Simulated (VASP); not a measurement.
Method: r2SCAN+rVV10, VASP's PBE PAW potentials (set 64) (plane waves; VASP).

The input files of a VASP run:

### INCAR
```
! general
SYSTEM  =Mg
PREC    =Accurate
ENCUT   =520
LREAL   =.False.
LASPH   =.True.

! electronic loop
EDIFF   =1E-6
NELM    =100
ALGO    =Normal
LMIXTAU =.True.

! smearing
ISMEAR  =1
SIGMA   =0.1

! functional
METAGGA =R2SCAN
LUSE_VDW=.True.
BPARAM  =11.95
CPARAM  =0.0093

! ions
IBRION  =2
NSW     =60
ISIF    =3
EDIFFG  =-0.01

! output
LWAVE   =.False.
LCHARG  =.False.
```

**KPOINTS**
```
Automatic mesh
0
Gamma
12 12 7
0 0 0
```

### POSCAR
```
Mg
1
    1.6050000000    -2.7799420000     0.0000000000
    1.6050000000     2.7799420000     0.0000000000
    0.0000000000     0.0000000000     5.2100000000
Mg
2
Direct
  0.3333330000   0.6666670000   0.2500000000
  0.6666670000   0.3333330000   0.7500000000
```

POTCAR, in this order: Mg (PBE.64 set). Program: vasp_std.

The resulting files:

File OSZICAR:
```
       N       E                     dE             d eps       ncg     rms          rms(c)
DAV:   1    -0.526613888434E+01   -0.52661E+01   -0.13335E+03   918   0.487E+02
DAV:   2    -0.806711911407E+01   -0.28010E+01   -0.24992E+01  1248   0.288E+01
DAV:   3    -0.809152844535E+01   -0.24409E-01   -0.24352E-01  1308   0.345E+00
DAV:   4    -0.809160061404E+01   -0.72169E-04   -0.72168E-04  1260   0.164E-01
DAV:   5    -0.809160121983E+01   -0.60579E-06   -0.60564E-06  1320   0.112E-02    0.972E-01
DAV:   6    -0.802541353417E+01    0.66188E-01   -0.88351E-02  1122   0.179E+00    0.703E-01
DAV:   7    -0.804782751318E+01   -0.22414E-01   -0.55357E-02  1044   0.243E+00    0.138E-01
DAV:   8    -0.804991016423E+01   -0.20827E-02   -0.13342E-02   978   0.104E+00    0.308E-02
DAV:   9    -0.804977687389E+01    0.13329E-03   -0.13416E-03  1050   0.371E-01    0.244E-02
DAV:  10    -0.804997172476E+01   -0.19485E-03   -0.49951E-04  1074   0.230E-01    0.776E-03
DAV:  11    -0.805002824791E+01   -0.56523E-04   -0.14382E-05  1170   0.476E-02    0.209E-03
DAV:  12    -0.805001920129E+01    0.90466E-05   -0.15532E-06  1176   0.989E-03    0.130E-03
DAV:  13    -0.805002955938E+01   -0.10358E-04   -0.15502E-06  1020   0.162E-02    0.423E-04
DAV:  14    -0.805002656961E+01    0.29898E-05   -0.26126E-07   576   0.442E-03    0.538E-05
DAV:  15    -0.805002649007E+01    0.79548E-07   -0.58939E-09   588   0.958E-04
   1 F= -.80500265E+01 E0= -.80499641E+01  d E =-.805003E+01
       N       E                     dE             d eps       ncg     rms          rms(c)
DAV:   1    -0.806025714243E+01   -0.10231E-01   -0.35816E-02  1146   0.133E+00    0.548E-02
DAV:   2    -0.806038078904E+01   -0.12365E-03   -0.44741E-04  1122   0.168E-01    0.395E-02
DAV:   3    -0.806045537461E+01   -0.74586E-04   -0.85293E-05  1140   0.970E-02    0.929E-03
DAV:   4    -0.806044234796E+01    0.13027E-04   -0.28454E-05   990   0.488E-02    0.163E-03
DAV:   5    -0.806042195692E+01    0.20391E-04   -0.44053E-06   996   0.202E-02    0.113E-03
DAV:   6    -0.806043089087E+01   -0.89339E-05   -0.14924E-06   774   0.117E-02    0.963E-05
DAV:   7    -0.806043032115E+01    0.56972E-06   -0.81589E-08   504   0.220E-03
   2 F= -.80604303E+01 E0= -.80604432E+01  d E =-.104038E-01
       N       E                     dE             d eps       ncg     rms          rms(c)
DAV:   1    -0.806090000071E+01   -0.46911E-03   -0.21268E-03  1134   0.324E-01    0.139E-02
DAV:   2    -0.806091375748E+01   -0.13757E-04   -0.26668E-05  1104   0.422E-02    0.996E-03
DAV:   3    -0.806092452873E+01   -0.10771E-04   -0.42352E-06  1152   0.214E-02    0.213E-03
DAV:   4    -0.806092451685E+01    0.11880E-07   -0.14445E-06   942   0.103E-02
   3 F= -.80609245E+01 E0= -.80609137E+01  d E =-.108980E-01
       N       E                     dE             d eps       ncg     rms          rms(c)
DAV:   1    -0.806092080960E+01    0.37191E-05   -0.23359E-05  1164   0.323E-02    0.179E-03
DAV:   2    -0.806092676787E+01   -0.59583E-05   -0.42404E-07   588   0.481E-03    0.118E-03
DAV:   3    -0.806092113523E+01    0.56326E-05   -0.82952E-07   528   0.842E-03    0.376E-04
DAV:   4    -0.806092661425E+01   -0.54790E-05   -0.44567E-07   492   0.635E-03    0.117E-04
DAV:   5    -0.806092540463E+01    0.12096E-05   -0.20136E-08   486   0.128E-03    0.494E-05
DAV:   6    -0.806092553605E+01   -0.13141E-06   -0.15570E-09   492   0.338E-04
   4 F= -.80609255E+01 E0= -.80609119E+01  d E =-.108990E-01
       N       E                     dE             d eps       ncg     rms          rms(c)
DAV:   1    -0.806097475597E+01   -0.49351E-04   -0.14206E-04  1218   0.681E-02    0.489E-03
DAV:   2    -0.806097404529E+01    0.71068E-06   -0.91410E-07   972   0.758E-03
   5 F= -.80609740E+01 E0= -.80609254E+01  d E =-.485092E-04
       N       E                     dE             d eps       ncg     rms          rms(c)
DAV:   1    -0.806102952860E+01   -0.54773E-04   -0.76315E-04  1224   0.159E-01    0.127E-02
DAV:   2    -0.806102481641E+01    0.47122E-05   -0.55169E-06  1020   0.179E-02    0.764E-03
DAV:   3    -0.806102598634E+01   -0.11699E-05   -0.12784E-06   726   0.783E-03    0.895E-04
DAV:   4    -0.806102307100E+01    0.29153E-05   -0.67348E-07   504   0.410E-03    0.256E-04
DAV:   5    -0.806102409841E+01   -0.10274E-05   -0.67466E-08   480   0.155E-03    0.138E-04
DAV:   6    -0.806102336286E+01    0.73554E-06   -0.21431E-08   456   0.100E-03
   6 F= -.80610234E+01 E0= -.80609072E+01  d E =-.978268E-04
```

**OUTCAR**
```
------------------------ aborting loop because EDIFF is reached ----------------------------------------
  FORCE on cell =-STRESS in cart. coord.  units (eV):
  Direction    XX          YY          ZZ          XY          YZ          ZX
  --------------------------------------------------------------------------------------
  Total       -0.0020818     -0.0020818     -0.0106428      0.0000000      0.0000000     -0.0000000
  in kB       -0.0747780     -0.0747780     -0.3822838      0.0000000      0.0000000     -0.0000000
  external PRESSURE =      -0.1772799 kB  Pullay stress =       0.0000000 kB
  volume of cell :       44.60
      direct lattice vectors                 reciprocal lattice vectors
     1.590169654 -2.754255074 -0.000000000     0.314431859 -0.181537289  0.000000000
     1.590169654  2.754255074  0.000000000     0.314431859  0.181537289 -0.000000000
     0.000000000  0.000000000  5.092179304     0.000000000 -0.000000000  0.196379574
 POSITION                                       TOTAL-FORCE (eV/Angst)
 -----------------------------------------------------------------------------------
      1.59017      0.91809      1.27304         0.000000      0.000000      0.000000
      1.59017     -0.91809      3.81913        -0.000000     -0.000000      0.000000
 -----------------------------------------------------------------------------------
    total drift:                                0.000001     -0.000006      0.000001
  FREE ENERGIE OF THE ION-ELECTRON SYSTEM (eV)
  ---------------------------------------------------
  free  energy   TOTEN  =        -8.0610233629 eV

  energy  without entropy=       -8.0606748291  energy(sigma->0) =       -8.06090718

 reached required accuracy - stopping structural energy minimisation
```
(Selected blocks of OUTCAR.)

CONTCAR:
```
Mg
   1.00000000000000
     1.5901696536027170   -2.7542550738940097   -0.0000000000000000
     1.5901696536027170    2.7542550738940097    0.0000000000000000
     0.0000000000000000    0.0000000000000000    5.0921793038963310
  Mg
     2
Direct
     0.3333330000000032    0.6666669999999968    0.2500000000000000
     0.6666669999999968    0.3333330000000032    0.7500000000000000
```

Energy and stress use the plane-wave basis of the starting cell.

The compound is Mg in the hcp structure. This run relaxes it. Symmetry was kept, so distortions that lower it aren't found.
